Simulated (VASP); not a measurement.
# 2 units of NaCl (001) on Al(100): relaxation and electronic structure, part 2 of 3

Wanted: how 2 units of NaCl (001) on Al(100) relaxes, and what it costs to take an electron out.

VASP 6.6.1; PBE; plane waves and PAW (Al, Na, Cl).

So far. Step 2 (Surface relaxation): The run ended after 25 ionic steps, 1.289 eV below its first step, once the forces on the free atoms met EDIFFG = -0.03.

## Step 3: Vacuum level and density of states

A static run writes the electrostatic potential without exchange and correlation (LVHAR), which is flat in the vacuum and gives the level to count from. The dipole correction cancels the field that unlike faces would set up across the vacuum.

File INCAR:

```
SYSTEM = NaAl4Cl
PREC = Normal
ENCUT = 300
EDIFF = 1E-06
NELM = 120
ISMEAR = -1
SIGMA = 0.1
LREAL = .FALSE.
ALGO = Fast
GGA = PE
NBANDS = 48
LORBIT = 11
LWAVE = .FALSE.
LCHARG = .TRUE.
LASPH = .TRUE.
IDIPOL = 3
LDIPOL = .TRUE.
DIPOL = 0.5 0.5 0.49
LVHAR = .TRUE.
LVACPOTAV = .TRUE.
LELF = .TRUE.
NEDOS = 1500
```

File POSCAR:

```
NaAl4Cl
1.0
    3.9880822500      0.0000000000      0.0000000000
    0.0000000000      3.9880822500      0.0000000000
    0.0000000000      0.0000000000     29.3118384518
Al Na Cl
8 2 2
Direct
    0.0000000000      0.5000000000      0.2942557435
    0.5000000000      0.0000000000      0.2942557435
    0.0000000000      0.0000000000      0.3648616203
    0.5000000000      0.5000000000      0.3645198763
    0.0000000000      0.5000000000      0.4341551201
    0.5000000000      0.0000000000      0.4341551201
    0.0000000000      0.0000000000      0.5063989488
    0.5000000000      0.5000000000      0.5027019025
    0.5000000000      0.5000000000      0.6241159358
    0.0000000000      0.0000000000      0.7151508557
    0.0000000000      0.0000000000      0.6208381040
    0.5000000000      0.5000000000      0.7196475496
```

File KPOINTS:

```
Automatic mesh
0
Gamma
8 8 1
0 0 0
```

File KPOINTS_OPT:

```
Line mode
14
Line-mode
Reciprocal
  0.50000000   0.50000000   0.00000000 M
  0.00000000   0.00000000   0.00000000 GAMMA

  0.00000000   0.00000000   0.00000000 GAMMA
  0.00000000   0.50000000   0.00000000 X

  0.00000000   0.50000000   0.00000000 X
  0.50000000   0.50000000   0.00000000 M
```

Potentials, in the order of the species: Al, Na and Cl (PBE family, release 64).

On the command line:

```console
> mpirun -np 4 vasp_std
```

What it wrote:

```text
[banner, memory and clock lines left out]
running    4 mpi-ranks, on    1 nodes
 distrk:  each k-point on    4 cores,    1 groups
 distr:  one band on    1 cores,    4 groups

 POSCAR found type information on POSCAR AlNaCl
 POSCAR found :  3 types and      12 ions
 LDA part: xc-table for (Slater+PW92), standard interpolation
 POSCAR, INCAR and KPOINTS ok, starting setup
 FFT: planning ... GRIDC
 FFT: planning ... GRID_SOFT
 FFT: planning ... GRID
 WAVECAR not read
 entering main loop
       N       E                     dE             d eps       ncg     rms          rms(c)
DAV:   1     0.122141122100E+03    0.12214E+03   -0.91191E+03  1440   0.396E+02
DAV:   2    -0.237969729140E+02   -0.14594E+03   -0.13587E+03  1904   0.102E+02
DAV:   3    -0.426613491630E+02   -0.18864E+02   -0.18518E+02  1808   0.336E+01
DAV:   4    -0.432005748365E+02   -0.53923E+00   -0.53860E+00  1864   0.714E+00
DAV:   5    -0.432273890344E+02   -0.26814E-01   -0.26813E-01  2096   0.154E+00    0.531E+00
RMM:   6    -0.418265948292E+02    0.14008E+01   -0.88012E-01  1696   0.178E+00    0.328E+00
RMM:   7    -0.423364124940E+02   -0.50982E+00   -0.30569E-01  1877   0.114E+00    0.297E+00
RMM:   8    -0.416115396686E+02    0.72487E+00   -0.46765E-02  1904   0.544E-01    0.189E+00
RMM:   9    -0.415357720687E+02    0.75768E-01   -0.41895E-02  1848   0.482E-01    0.596E-01
RMM:  10    -0.415303625108E+02    0.54096E-02   -0.84806E-03  1955   0.265E-01    0.193E-01
RMM:  11    -0.415280070397E+02    0.23555E-02   -0.43547E-03  1966   0.184E-01    0.788E-02
RMM:  12    -0.415277254054E+02    0.28163E-03   -0.18331E-03  2026   0.102E-01    0.452E-02
RMM:  13    -0.415283284015E+02   -0.60300E-03   -0.98268E-04  2009   0.675E-02    0.423E-02
RMM:  14    -0.415288494108E+02   -0.52101E-03   -0.34401E-04  2064   0.409E-02    0.187E-02
RMM:  15    -0.415293749285E+02   -0.52552E-03   -0.94534E-05  2014   0.244E-02    0.834E-03
RMM:  16    -0.415295645902E+02   -0.18966E-03   -0.30691E-05  1984   0.140E-02    0.600E-03
RMM:  17    -0.415297168903E+02   -0.15230E-03   -0.22725E-05  1920   0.970E-03    0.307E-03
RMM:  18    -0.415297673977E+02   -0.50507E-04   -0.66829E-06  1817   0.582E-03    0.266E-03
RMM:  19    -0.415298501335E+02   -0.82736E-04   -0.64526E-06  1817   0.493E-03    0.261E-03
RMM:  20    -0.415298613192E+02   -0.11186E-04   -0.81752E-07  1627   0.252E-03    0.176E-03
RMM:  21    -0.415298940630E+02   -0.32744E-04   -0.11635E-06  1701   0.233E-03    0.155E-03
RMM:  22    -0.415299089433E+02   -0.14880E-04   -0.76303E-07  1660   0.168E-03    0.669E-04
RMM:  23    -0.415299145114E+02   -0.55681E-05   -0.21246E-07  1527   0.108E-03    0.603E-04
RMM:  24    -0.415299164317E+02   -0.19203E-05   -0.55608E-08  1406   0.725E-04    0.295E-04
RMM:  25    -0.415299166940E+02   -0.26233E-06   -0.20542E-08  1261   0.591E-04
|                                                                             |
|           W    W    AA    RRRRR   N    N  II  N    N   GGGG   !!!           |
|           W    W   A  A   R    R  NN   N  II  NN   N  G    G  !!!           |
|           W    W  A    A  R    R  N N  N  II  N N  N  G       !!!           |
|           W WW W  AAAAAA  RRRRR   N  N N  II  N  N N  G  GGG   !            |
|           WW  WW  A    A  R   R   N   NN  II  N   NN  G    G                |
|           W    W  A    A  R    R  N    N  II  N    N   GGGG   !!!           |
|                                                                             |
|     Did not find any points to average over, which means that no vacuum     |
|     field-free region was found. Please increase the size of  your cell     |
|     in the dimension of the dipole correction to obtain accurate            |
|     workfunction values.                                                    |
|                                                                             |

   1 F= -.41529917E+02 E0= -.41475396E+02  d E =-.109042E+00
 Start KPOINTS_OPT (optional k-point list driver)
k-point batch [1-15\42]
       N       E                     dE             ncg
DAV:   1    -0.271851054874E+03   -0.77538E+04     1440
DAV:   2    -0.234773288105E+04   -0.20759E+04     1880
DAV:   3    -0.262328260870E+04   -0.27555E+03     1800
DAV:   4    -0.263059795641E+04   -0.73153E+01     1800
DAV:   5    -0.263085512296E+04   -0.25717E+00     1944
DAV:   6    -0.263087670507E+04   -0.21582E-01     2064
DAV:   7    -0.263087700235E+04   -0.29728E-03     2136
DAV:   8    -0.263087701085E+04   -0.84977E-05     1712
DAV:   9    -0.263087701107E+04   -0.22232E-06     1288
[...]
k-point batch [31-42\42]
       N       E                     dE             ncg
DAV:   1     0.186705039672E+04   -0.11545E+05     1152
DAV:   2     0.296347465538E+03   -0.15707E+04     1480
DAV:   3     0.946684315801E+02   -0.20168E+03     1448
DAV:   4     0.889870236024E+02   -0.56814E+01     1480
DAV:   5     0.887657592656E+02   -0.22126E+00     1536
DAV:   6     0.887510174086E+02   -0.14742E-01     1664
DAV:   7     0.887507615131E+02   -0.25590E-03     1664
DAV:   8     0.887507572873E+02   -0.42258E-05     1352
DAV:   9     0.887507571138E+02   -0.17350E-06      992
```

Wall time 50 s (4 MPI ranks of AMD EPYC 9R45, shared host); peak memory 0.66 GiB.

Parts of OUTCAR (step 3):

```text
The static configuration has the point symmetry C_4v.

 Found     15 irreducible k-points:

   k-points           NKPTS =     15   k-points in BZ     NKDIM =     15   number of bands    NBANDS=     48

   NELECT =      40.0000    total number of electrons

 dipolmoment           0.000000      0.000000     -0.043046 electrons x Angstroem

 E-fermi :   0.6175

 k-point     1 :       0.0000    0.0000    0.0000
  band No.  band energies     occupation
    ...
     15      -1.3564      2.00000
     16      -0.4308      1.99994
     17      -0.4308      1.99994
     18      -0.2691      1.99972
     19      -0.2674      1.99971
     20       1.1406      0.01064
     21       1.1426      0.01043
     22       1.4858      0.00034
     23       1.4858      0.00034
     24       1.8803      0.00001
    ...

 k-point     2 :       0.1250    0.0000    0.0000
  band No.  band energies     occupation
    ...
     15      -1.5614      2.00000
     16      -1.2315      2.00000
     17      -0.2981      1.99979
     18      -0.1014      1.99849
     19       0.1071      1.98793
     20       1.1753      0.00753
     21       1.5796      0.00013
     22       1.6182      0.00009
     23       2.0337      0.00000
     24       2.6261      0.00000
    ...

  Total       -2.3917382     -2.3917382      0.4599999      0.0000000      0.0000000      0.0000000
  in kB       -8.2196428     -8.2196428      1.5808734      0.0000000      0.0000000      0.0000000
  external PRESSURE =      -4.9528041 kB  Pullay stress =       0.0000000 kB

 POSITION                                       TOTAL-FORCE (eV/Angst)
 -----------------------------------------------------------------------------------
      0.00000      1.99404      8.62518        -0.000000      0.000000     -0.026200
      1.99404      0.00000      8.62518        -0.000000     -0.000000     -0.026200
      0.00000      0.00000     10.69476        -0.000000     -0.000000     -0.002686
      1.99404      1.99404     10.68475        -0.000000     -0.000000     -0.012593
      0.00000      1.99404     12.72588        -0.000000     -0.000000     -0.012152
      1.99404      0.00000     12.72588         0.000000      0.000000     -0.012152
      0.00000      0.00000     14.84348         0.000000      0.000000      0.024181
      1.99404      1.99404     14.73512        -0.000000      0.000000      0.015774
      1.99404      1.99404     18.29399        -0.000000     -0.000000      0.001382
      0.00000      0.00000     20.96239        -0.000000      0.000000      0.009860
      0.00000      0.00000     18.19791        -0.000000     -0.000000      0.017052
      1.99404      1.99404     21.09419        -0.000000     -0.000000      0.023732
 -----------------------------------------------------------------------------------
    total drift:                                0.000000     -0.000000      0.002206

  FREE ENERGIE OF THE ION-ELECTRON SYSTEM (eV)
  ---------------------------------------------------
  free  energy   TOTEN  =       -41.5299166940 eV

  energy  without entropy=      -41.4208747099  energy(sigma->0) =      -41.47539570

 vacuum level on the upper side and lower side of the slab         4.414         4.902

 total charge
# of ion       s       p       d       tot
------------------------------------------
    1        0.467   0.303   0.000   0.771
    2        0.467   0.303   0.000   0.771
    3        0.429   0.348   0.000   0.777
    4        0.430   0.349   0.000   0.779
    5        0.430   0.348   0.000   0.778
    6        0.430   0.348   0.000   0.778
    7        0.471   0.288   0.000   0.758
    8        0.462   0.321   0.000   0.783
    9        0.041   0.032   0.000   0.073
   10        0.041   0.031   0.000   0.072
   11        1.590   3.568   0.000   5.158
   12        1.586   3.575   0.000   5.161
--------------------------------------------------
tot          6.844   9.815   0.000  16.660

[... 6 parts as in an earlier step ...]

[... 6 further parts left out ...]
```

This step gave:

```
electronic cycles                          : 25
Fermi energy                               : 0.6175 eV
DOS at the Fermi level                     : 3.316 states/eV/cell
dipole moment                              : 0, 0, -0.04305 e·Å
vacuum levels                              : 4.414, 4.902 eV
work functions of the upper and lower face : 3.796, 4.285 eV
```

Electronic bands along the path, in eV, zero at the Fermi level; # counts the bands kept, so #1 is VASP's band 3:

```tsv
point	#14	#15	#16	#17	#18	#19	#20	#21
M	-3.25	-2.77	-2.76	-2.76	-2.65	-0.14	-0.03	-0.03
0.46 of the way	-2.93	-1.84	-1.82	-1.10	-0.83	0.21	0.87	0.87
Γ	-1.05	-1.05	-0.89	-0.88	0.52	0.53	0.87	0.87
0.54 of the way	-1.70	-1.40	-0.43	-0.27	0.32	1.12	1.48	1.90
X	-2.07	-0.20	-0.17	-0.04	0.13	1.05	1.11	1.34
0.46 of the way	-3.07	-1.79	-1.78	-1.75	-1.63	0.24	0.24	0.39
M	-3.25	-2.77	-2.76	-2.76	-2.65	-0.14	-0.03	-0.03
```

Of the projections kept (Al, Na, Cl), the largest for each band there; the rest of the weight can lie on other orbitals:

```tsv
point	#14	#15	#16	#17	#18	#19	#20	#21
M	Cl 0.99	Al 1.00	Al 0.98	Al 0.98	Al 0.74	Al 0.98	Al 0.99	Al 0.99
Γ	Al 1.00	Al 1.00	Al 1.00	Al 1.00	Al 1.00	Al 1.00	Al 1.00	Al 1.00
X	Al 0.79	Al 1.00	Al 1.00	Al 0.95	Al 0.88	Al 1.00	Al 1.00	Al 1.00
M	Cl 0.99	Al 1.00	Al 0.98	Al 0.98	Al 0.74	Al 0.98	Al 0.99	Al 0.99
```

The density of states has structure finer than the step of the table below, so its rows give means over 1 eV, whole bins alone (the curve runs from -12.0 to 7.93 eV). Peaks (eV: height): total -3.2: 13.5, 4.6: 9.24, 6.3: 11.3, 7.3: 11.8; Al s -7.0: 0.576, -5.8: 0.514, -3.7: 0.567, -2.0: 0.494; Al p 4.3: 0.929, 5.6: 0.992, 6.8: 1.09, 7.4: 1.08; Na s -4.3: 0.105, 4.7: 0.288; Na p -3.5: 0.0469, 6.3: 0.135, 7.4: 0.230.

Means over bins of 0.076 eV. The density of states by energy, zero at the Fermi level; means over each step; values in states/eV/cell:

```tsv
energy (eV)	total	Al s	Al p	Na s	Na p	Cl p
-11	0.133	0.0351	0.00127	0	0	0
-10	0.650	0.164	0.0133	0	0	0
-9	1.25	0.294	0.0453	0	0	1.7e-4
-8	1.39	0.305	0.0747	0	0	2.7e-4
-7	2.07	0.417	0.142	6.4e-5	2.6e-5	0.00205
-6	2.05	0.374	0.171	1.7e-4	3.5e-5	0.00520
-5	2.75	0.373	0.213	0.00991	0.00238	0.277
-4	8.73	0.421	0.312	0.0608	0.0343	3.32
-3	8.02	0.356	0.311	0.00608	0.0214	3.45
-2	3.78	0.412	0.525	7.5e-4	7.0e-4	0.0693
-1	3.36	0.296	0.501	8.3e-4	9.6e-4	0.0407
0	3.43	0.274	0.530	0.00122	0.00114	0.0195
1	4.27	0.346	0.642	0.00464	0.00187	0.0155
2	3.98	0.293	0.546	0.0145	0.00362	0.0208
3	4.97	0.318	0.623	0.0544	0.0119	0.0473
4	6.77	0.353	0.791	0.106	0.0370	0.0850
5	8.02	0.280	0.679	0.222	0.0954	0.163
6	10.4	0.282	0.833	0.206	0.126	0.256
7	10.3	0.242	0.928	0.179	0.150	0.250
```

The planar average of the electrostatic potential oscillates, so the rows of the table below give means over windows of 1 Å about each position, cut where the curve ends. Its maxima inside the range that stand out by 2 % of the span (Å: eV): 9.7: -1.79, 11.7: -1.95, 13.7: -1.83, 16.6: 3.35, 19.7: 2.72. Its minima: 8.6: -15.6, 10.7: -15.8, 12.7: -15.7, 14.8: -15.5, 18.3: -10.9, 21.1: -10.8.

Zero at the Fermi level. Planar average of the electrostatic potential against height; means over each step:

```tsv
height (Å)	planar average of the electrostatic potential (eV)
0	4.29
1	4.29
2	4.29
3	4.29
4	4.29
5	4.28
6	4.20
7	3.20
8	-5.46
9	-9.76
10	-5.70
11	-10.7
12	-5.36
13	-11.0
14	-4.62
15	-11.3
16	1.30
17	2.55
18	-7.54
19	-1.13
20	1.33
21	-8.39
22	0.808
23	3.66
24	3.79
25	3.80
26	3.80
27	3.80
28	3.80
29	3.97
```

Density of states in the PAW spheres, an atom over height of the layer and energy from the Fermi level.

Ten even steps from '_' (0.00 states/eV) to '@' (3.07 states/eV), each cell a mean:
```
__________________
__________________
__________________
__________________
__________________
__________________
__________________
__________________
__________..____..
__________**____@@
__________##____%%
__________++____==
__________++____--
__________..______
__________________
__________________
__________________
__________________
__________________
__________________
__________________
__________________
```
Columns: height of the layer (Å) from 8.6 to 21.1 (not evenly spaced); rows upwards: energy from the Fermi level (eV) from -7.9 to 0.5.

Electrostatic potential energy in the ca plane at fractional y = 0.000, with atoms of Al and Na and Cl within 0.2 Å of it. With pseudopotentials it is smooth inside the atoms' cores, unlike the true potential.

Ten even steps from '0' (-83 eV) to '9' (4 eV), each cell a mean:
```
99997302689999985104899996102799975578999999
99998767899999998667999999657999987789999999
88899999999888999999999999999999999999999999
33689999997435899999999999999999999999999999
00489999985002799999999999999999999999999999
01589999986103799999999999999999999999999999
66899999998667899999999999999999999999999999
99999888999999998888999999889999998899999999
99998534799999987336899997314899976679999999
99997200589999984003799995001699865568999999
```
Columns run along c (16.0 Å, from fractional 0.29 to 0.84 of the cell; values clipped at the 3rd and 97th percentile), rows up along a (4.0 Å). Atoms in or near the plane, at fractional coordinates: Al at (0.29, 0.50), Al at (0.36, 0.00), Al at (0.43, 0.50), Al at (0.51, 0.00), Na at (0.72, 0.00), Cl at (0.62, 0.00).

ELF in the ca plane at fractional y = 0.000, with atoms of Al and Na and Cl within 0.2 Å of it. It is the smooth field of the valence electrons, not physical close to the nuclei.

Values, 6 rows by 16 columns, each cell a mean:
```
0.22 0.48 0.35 0.43 0.31 0.57 0.27 0.81 0.79 0.60 0.03 0.00 0.00 0.07 0.00 0.00
0.49 0.58 0.48 0.54 0.55 0.54 0.13 0.61 0.74 0.27 0.01 0.01 0.01 0.00 0.00 0.00
0.28 0.44 0.12 0.39 0.29 0.23 0.05 0.09 0.12 0.03 0.02 0.02 0.01 0.00 0.00 0.00
0.34 0.49 0.23 0.45 0.36 0.31 0.06 0.23 0.32 0.07 0.02 0.02 0.01 0.00 0.00 0.00
0.48 0.58 0.49 0.53 0.56 0.61 0.18 0.73 0.83 0.40 0.01 0.01 0.01 0.00 0.00 0.00
0.10 0.42 0.30 0.38 0.17 0.51 0.30 0.80 0.69 0.66 0.04 0.00 0.00 0.07 0.00 0.00
```
Columns run along c (16.0 Å, from fractional 0.35 to 0.90 of the cell), rows up along a (4.0 Å). Atoms in or near the plane, at fractional coordinates: Al at (0.36, 0.00), Al at (0.43, 0.50), Al at (0.51, 0.00), Na at (0.72, 0.00), Cl at (0.62, 0.00).

Valence density in the ca plane at fractional y = 0.000, with atoms of Al and Na and Cl within 0.2 Å of it. It is the smooth field of the valence electrons, not physical close to the nuclei.

Values in e/Å³, 6 rows by 16 columns, each cell a mean:
```
0.1 0.2 0.1 0.2 0.1 0.1 0.1 1.0 1.3 0.2 0.0 0.0 0.0 0.0 0.0 0.0
0.2 0.2 0.2 0.2 0.2 0.1 0.0 0.3 0.4 0.1 0.0 0.0 0.0 0.0 0.0 0.0
0.1 0.2 0.1 0.2 0.1 0.1 0.0 0.0 0.0 0.0 0.0 0.0 0.0 0.0 0.0 0.0
0.1 0.2 0.1 0.2 0.1 0.1 0.0 0.1 0.1 0.0 0.0 0.0 0.0 0.0 0.0 0.0
0.2 0.2 0.2 0.2 0.2 0.1 0.1 0.4 0.7 0.1 0.0 0.0 0.0 0.0 0.0 0.0
0.1 0.2 0.1 0.2 0.1 0.1 0.1 1.1 1.2 0.2 0.0 0.0 0.0 0.0 0.0 0.0
```
Columns run along c (16.0 Å, from fractional 0.35 to 0.90 of the cell), rows up along a (4.0 Å). Atoms in or near the plane, at fractional coordinates: Al at (0.36, 0.00), Al at (0.43, 0.50), Al at (0.51, 0.00), Na at (0.72, 0.00), Cl at (0.62, 0.00).

The density of states holds every band computed, so its fall toward the upper end of the range is no gap.

The map of layer states is cut here 0.5 eV above the Fermi level, so it leaves out the states above that.

The vacuum level lies 3.80 eV above the Fermi level at the upper face; the two faces differ by 0.49 eV, the step that the slab's dipole of -0.043 e·Å makes.

VASP counts the dipole in electrons times Å, so a positive number points the physical dipole along −c.

The program found no field-free point at its default tolerance, but its printed level agrees with the flat part of the planar average.

On this mesh the fine structure of the density of states is sampling noise, and high empty states may be cut by the number of bands.

(Part 2 of 3 ends here.)

[Lines on the potential files, build, host, timing and source positions are cut from VASP's logs without a mark.]

[Logs are printed without paths, hosts, clocks, repeated set-up lines and the standing remarks that a program may print on its own settings, such as how far it seeks lower states.]

[Hosts, paths, dates, database ids (printed as entryN), source tags and the programs' standing remarks are cut or masked in the printed files.]

[In band tables of VASP the shares of atoms and orbitals are scaled to a sum of 1 inside the atoms' spheres.]

[Runs that stopped without an error message from VASP are left out.]
